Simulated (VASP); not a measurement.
# How biaxial strain in the (111) plane changes Rh

Wanted: the elastic response of Rh to biaxial strain in the (111) plane, with a fit that predicts a row left out.

Program: VASP 6.6.1. Level of theory: PBEsol; plane waves and PAW (Rh_pv), in the first sound run; inputs show where later runs differ. Results are calculated unless marked as measured.

## (1) The structure

Symmetry: Fm-3m, No. 225, cubic system. Conventional cell: a = 3.800 Å, b = 3.800 Å, c = 3.800 Å, α = 90.00°, β = 90.00°, γ = 90.00°. Nearest to Rh lie 12 Rh at 2.69 Å.

Structure file:

```xyz
1
Lattice="0.0000 1.9000 1.9000 1.9000 0.0000 1.9000 1.9000 1.9000 0.0000" Properties=species:S:1:pos:R:3 pbc="T T T"
Rh    0.0000    0.0000    0.0000
```

## (2) Relax the crystal, PBEsol

The series starts from the cell that this level prefers, so that zero strain is near zero stress.

This step took 2 runs in a row; the last is shown.

Level: PBEsol; plane waves and PAW (Rh_pv).

Input file INCAR:

```
SYSTEM = Rh
PREC = Accurate
ENCUT = 450
EDIFF = 1E-07
NELM = 120
ISMEAR = 1
SIGMA = 0.15
LREAL = .FALSE.
ALGO = Normal
GGA = PS
NBANDS = 13
LASPH = .TRUE.
LORBIT = 11
LWAVE = .FALSE.
LCHARG = .FALSE.
KPAR = 8
IBRION = 2
NSW = 40
ISIF = 3
EDIFFG = -0.005
POTIM = 0.4
```

Input file POSCAR:

```
Rh
1.0
    0.0000000000      1.8895210944      1.8895210944
    1.8895210944      0.0000000000      1.8895210944
    1.8895210944      1.8895210944      0.0000000000
Rh
1
Direct
    0.0000000000      0.0000000000      0.0000000000
```

Input file KPOINTS:

```
Automatic mesh
0
Gamma
27 27 27
0 0 0
```

PAW data sets: Rh_pv (PBE family, release 64).

The run is started by

```
$ mpirun -np 8 vasp_std
```

What it wrote:

```text
[banner, memory and clock lines left out]
running    8 mpi-ranks, on    1 nodes
[...]
|                                                                             |
|           W    W    AA    RRRRR   N    N  II  N    N   GGGG   !!!           |
|           W    W   A  A   R    R  NN   N  II  NN   N  G    G  !!!           |
|           W    W  A    A  R    R  N N  N  II  N N  N  G       !!!           |
|           W WW W  AAAAAA  RRRRR   N  N N  II  N  N N  G  GGG   !            |
|           WW  WW  A    A  R   R   N   NN  II  N   NN  G    G                |
|           W    W  A    A  R    R  N    N  II  N    N   GGGG   !!!           |
|                                                                             |
|     For optimal performance we recommend to set                             |
|       NCORE = 2 up to number-of-cores-per-socket                            |
|     NCORE specifies how many cores store one orbital (NPAR=cpu/NCORE).      |
|     This setting can greatly improve the performance of VASP for DFT.       |
[...]
DAV:   2    -0.813822036743E+01    0.17098E-03   -0.34208E-04 14975   0.260E-01    0.158E-02
DAV:   3    -0.813821964988E+01    0.71755E-06   -0.44605E-06 16635   0.266E-02    0.892E-03
DAV:   4    -0.813822133093E+01   -0.16811E-05   -0.11474E-06 15315   0.127E-02    0.662E-04
DAV:   5    -0.813822126197E+01    0.68964E-07   -0.22623E-08 11080   0.219E-03
   2 F= -.81382213E+01 E0= -.81385719E+01  d E =0.153408E-05
 trial-energy change:    0.000002  1 .order    0.000002   -0.000005    0.000009
 step:   0.4060(harm=  0.3516)  dis= 0.00000  next Energy=    -8.138224 (dE=-0.102E-05)
[...]
N       E                     dE             d eps       ncg     rms          rms(c)
DAV:   1    -0.813828421845E+01   -0.62888E-04   -0.79073E-04 14980   0.423E-01    0.564E-02
DAV:   2    -0.813822544124E+01    0.58777E-04   -0.12065E-04 14925   0.154E-01    0.946E-03
DAV:   3    -0.813822445900E+01    0.98224E-06   -0.15669E-06 16445   0.158E-02    0.531E-03
DAV:   4    -0.813822378520E+01    0.67380E-06   -0.40327E-07 15340   0.750E-03    0.390E-04
DAV:   5    -0.813822381805E+01   -0.32851E-07   -0.78620E-09  8615   0.129E-03
   3 F= -.81382238E+01 E0= -.81385744E+01  d E =-.102200E-05
[...]
reached required accuracy - stopping structural energy minimisation
```

It took 11 s on 8 MPI ranks of Intel Xeon 6975P-C (Granite Rapids), shared host; peak memory 1.4 GiB.

Lines that name or quote the potential files are left out of all logs, and their timing lines are given in words.

Parts of OUTCAR (step 2):

```text
  Total        0.0009489      0.0009489      0.0009489      0.0000000      0.0000000      0.0000000
  in kB        0.1127167      0.1127167      0.1127167      0.0000000      0.0000000      0.0000000
  external PRESSURE =       0.1127167 kB  Pullay stress =       0.0000000 kB

 POSITION                                       TOTAL-FORCE (eV/Angst)
 -----------------------------------------------------------------------------------
      0.00000      0.00000      0.00000         0.000000      0.000000     -0.000000
 -----------------------------------------------------------------------------------
    total drift:                                0.000000     -0.000000     -0.000000

  FREE ENERGIE OF THE ION-ELECTRON SYSTEM (eV)
  ---------------------------------------------------
  free  energy   TOTEN  =        -8.1382238181 eV

  energy  without entropy=       -8.1392757055  energy(sigma->0) =       -8.13857445

 reached required accuracy - stopping structural energy minimisation

[... 3 further parts left out ...]
[key lines of the parts left out:]
E-fermi :  12.1087
```

Read from the output:

| Quantity | Value |
| --- | --- |
| energy(sigma→0) of the program | -8.1386 eV |
| stress, compression positive | 0.01 along [111], 0.01 across it (mean), GPa |
| volume | 13.488 Å³ |
| ionic steps | 3 |

## (3) Strain along the normal, PBEsol

One member in full: the plane is strained by 2 %, and the strain along the normal is moved by secant steps until the normal stress is under 0.012 GPa or five steps are spent; the atoms relax at each step.

This step took 4 runs, each at a new trial strain with the atoms of the one before; the last is shown.

Level: PBEsol; plane waves and PAW (Rh_pv).

INCAR: that of step 2 with these lines changed.

```diff
@@ -15,7 +15,7 @@
 LCHARG = .FALSE.
-KPAR = 8
-IBRION = 2
-NSW = 40
-ISIF = 3
-EDIFFG = -0.005
-POTIM = 0.4
+KPAR = 2
+IBRION = 1
+NSW = 25
+ISIF = 2
+EDIFFG = -0.004
+POTIM = 0.3
```

Input file POSCAR:

```
Rh
1.0
   -0.0382368040      1.8888789020      1.8888789020
    1.8888789020     -0.0382368040      1.8888789020
    1.8888789020      1.8888789020     -0.0382368040
Rh
1
Direct
    0.0000000000      0.0000000000      0.0000000000
```

KPOINTS is that of step 2.

The run is started by

```
$ mpirun -np 2 vasp_std
```

What it wrote:

```text
[banner, memory and clock lines left out]
running    2 mpi-ranks, on    1 nodes
[...]
[... a notice as in an earlier step ...]

 LDA part: xc-table for (Slater+PW92), standard interpolation
 POSCAR, INCAR and KPOINTS ok, starting setup
[...]
entering main loop
       N       E                     dE             d eps       ncg     rms          rms(c)
DAV:   1     0.107566220824E+03    0.10757E+03   -0.82820E+03 48078   0.111E+03
DAV:   2    -0.739236858061E+01   -0.11496E+03   -0.10997E+03 50944   0.333E+02
DAV:   3    -0.874979190310E+01   -0.13574E+01   -0.13549E+01 56779   0.405E+01
DAV:   4    -0.875628219175E+01   -0.64903E-02   -0.64895E-02 54742   0.287E+00
[...]
DAV:  11    -0.811843049611E+01   -0.19541E-06   -0.18410E-06 56224   0.169E-02    0.152E-03
DAV:  12    -0.811843032433E+01    0.17178E-06   -0.30177E-08 42433   0.264E-03    0.333E-04
DAV:  13    -0.811843034550E+01   -0.21173E-07   -0.13779E-09 34222   0.491E-04
   1 F= -.81184303E+01 E0= -.81187551E+01  d E =-.811843E+01
 BRION: g(F)=  0.490E-62 g(S)=  0.000E+00
 reached required accuracy - stopping structural energy minimisation
```

Run time: 45 s. Hardware: 2 MPI ranks; peak memory 0.65 GiB.

OUTCAR, selected parts (step 3):

```text
  Total       -0.6668945     -0.6668945     -0.6668945      0.3334850      0.3334850      0.3334850
  in kB      -76.9371640    -76.9371640    -76.9371640     38.4729350     38.4729350     38.4729350
  external PRESSURE =     -76.9371640 kB  Pullay stress =       0.0000000 kB

 POSITION                                       TOTAL-FORCE (eV/Angst)
 -----------------------------------------------------------------------------------
      0.00000      0.00000      0.00000         0.000000     -0.000000      0.000000
 -----------------------------------------------------------------------------------
    total drift:                                0.000000     -0.000000     -0.000000

  FREE ENERGIE OF THE ION-ELECTRON SYSTEM (eV)
  ---------------------------------------------------
  free  energy   TOTEN  =        -8.1184303455 eV

  energy  without entropy=       -8.1194045025  energy(sigma->0) =       -8.11875506

[... 1 part as in an earlier step ...]

[... 3 further parts left out ...]
[key lines of the parts left out:]
E-fermi :  11.5671
```

Read from the output:

| Quantity | Value |
| --- | --- |
| energy(sigma→0) of the program | -8.1188 eV |
| stress, compression positive | 0.00 along [111], -11.54 across it (mean), GPa |
| ionic steps | 1 |

## (4) All members

The other members went through these steps as far as the tables show, with the same cutoff and, step by step, the same mesh; 31 runs are not shown. The session took 0.82 core hours (wall time by ranks) on a shared machine.

| in-plane strain (%) | strain along the normal (%) | in-plane stress, tension positive (GPa) | energy above the unstrained row, extrapolated to no smearing (meV/atom) |
| --- | --- | --- | --- |
| -2.000 | 1.084 | -14.885 | 24.589 |
| -1.500 | 0.805 | ? | ? |
| -1.000 | 0.534 | -7.001 | 6.094 |
| -0.500 | 0.265 | -3.398 | 1.577 |
| 0 | 0.002 | -0.010 | 0.000 |
| 0.500 | -0.258 | 3.179 | 1.207 |
| 1.000 | -0.517 | 6.158 | 5.021 |
| 1.500 | -0.778 | 8.942 | 11.258 |
| 2.000 | -1.036 | 11.541 | 19.815 |

## (5) Stress from the known rows

Fitting a parabola to the 8 known rows (e: strain in %) gives stress = − 0.4168 e² + 6.598 e − 0.007149 in GPa; the residuals are 0.014 GPa r.m.s.

For the withheld row, e = -1.5, the fit gives -10.842 GPa.

## (6) Checking the prediction

The calculation gives -10.828 GPa, so the prediction is 0.014 GPa too low, within twice the residual of the fit.

Slopes at zero strain, from cubics through all rows: strain ratio -0.524, stress over strain 657 GPa.

## (7) Outcome

| Quantity | Value |
| --- | --- |
| error of the predicted stress | -0.014 GPa |
| ratio of normal to in-plane strain | -0.524 |
| biaxial modulus | 657 GPa |

In words: As a check, the curvature of the energy gives 658 GPa for the same modulus (energy per volume = M × strain²), 0 % from the slope of the stress. The energy also has a linear term worth 0.19 GPa that the stress column lacks, a mark of the finite basis or of the smearing. These are static values: temperature and zero-point motion are left out. In a metal the slopes also depend on mesh and smearing, which were held through the series.

[Lines on the potential files, build, host, timing and source positions are cut from VASP's logs without a mark.]

[Logs are printed without paths, hosts, clocks, repeated set-up lines and the standing remarks that a program may print on its own settings, such as how far it seeks lower states.]

[Hosts, paths, dates, database ids (printed as entryN), source tags and the programs' standing remarks are cut or masked in the printed files.]

[In band tables of VASP the shares of atoms and orbitals are scaled to a sum of 1 inside the atoms' spheres.]
